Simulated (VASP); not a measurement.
Computed with PBE GGA, VASP's PBE PAW potentials (set 64) (plane waves; VASP).

VASP input:

**KPOINTS**
```
Automatic mesh
0
Gamma
4 4 4
0 0 0
```

INCAR:
```
SYSTEM  =  Se
PREC  =  Normal; ENCUT  =  350; LREAL  =  .False.
LASPH  =  .True.
EDIFF  =  1E-8; NELM  =  100; ALGO  =  Normal
ISMEAR  =  0; SIGMA  =  0.01
GGA  =  PE
LWAVE  =  .True.; LCHARG  =  .False.
```

### POSCAR
```
Se
1
    2.1850000000    -3.7845310000     0.0000000000
    2.1850000000     3.7845310000     0.0000000000
    0.0000000000     0.0000000000     4.9500000000
Se
3
Direct
  0.0000000000   0.2250000000   0.6666670000
  0.7750000000   0.7750000000   0.0000000000
  0.2250000000   0.0000000000   0.3333330000
```

POTCAR, in this order: Se_GW (PBE.64 set). Program: vasp_std.

Problem. What will the output report for the number of irreducible k-points (NKPTS), largest plane-wave count, number of space-group operations, FFT grid (NGX, NGY, NGZ)?

Solution. 
| Item | Result |
|---|---|
| number of irreducible k-points (NKPTS) | 13 |
| largest plane-wave count | 1228 |
| number of space-group operations | 6 |
| FFT grid (NGX, NGY, NGZ) | 20 × 20 × 24 |

The compound is Se in the trig structure. The cell was not relaxed at this level.
